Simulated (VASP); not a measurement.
Consider the following.

```yaml
crystal:
  lattice:
    - [3.91474, 0.00000, 0.00000]
    - [0.00000, 3.91474, 0.00000]
    - [0.00000, 0.00000, 3.91474]
  atoms:
    - { symbol: Sr, position: [0.50000, 0.50000, 0.50000] }
    - { symbol: Ti, position: [0.00000, 0.00000, 0.00000] }
    - { symbol: O, position: [0.50000, 0.00000, 0.00000] }
    - { symbol: O, position: [0.00000, 0.50000, 0.00000] }
    - { symbol: O, position: [0.00000, 0.00000, 0.50000] }
```

Computed with PBE GGA with D3 dispersion (Becke-Johnson damping), VASP's PBE PAW potentials (set 64) (plane waves; VASP). Settings: 520 eV cut-off, Gaussian smearing of 0.050 eV, potentials Sr_sv Ti_sv O.

Question: Give the energies of bands 12 to 23 at the high-symmetry points, in eV from the valence-band maximum.

Answer: 
| band | Γ | X | M | R |
|---|---|---|---|---|
| 12 | -2.82 | -4.30 | -4.61 | -4.62 |
| 13 | -2.82 | -2.83 | -4.51 | -4.14 |
| 14 | -2.82 | -2.83 | -4.16 | -4.14 |
| 15 | -1.16 | -2.47 | -2.83 | -3.72 |
| 16 | -1.16 | -2.33 | -2.83 | -3.72 |
| 17 | -1.16 | -2.33 | -1.73 | -3.72 |
| 18 | -0.36 | -1.96 | -1.56 | 0.00 |
| 19 | -0.36 | -0.73 | -1.56 | 0.00 |
| 20 | -0.36 | -0.73 | -0.09 | 0.00 |
| 21 | 1.84 | 2.01 | 3.75 | 4.41 |
| 22 | 1.84 | 3.74 | 3.75 | 4.41 |
| 23 | 1.84 | 3.74 | 4.20 | 4.41 |

The gap is indirect, 1.84 eV, from the valence maximum at R to the conduction minimum at Γ.

The structure comes from a measured SrTiO3 entry (Pm-3m) of the Crystallography Open Database, whose conditions weren't checked. It was relaxed first.
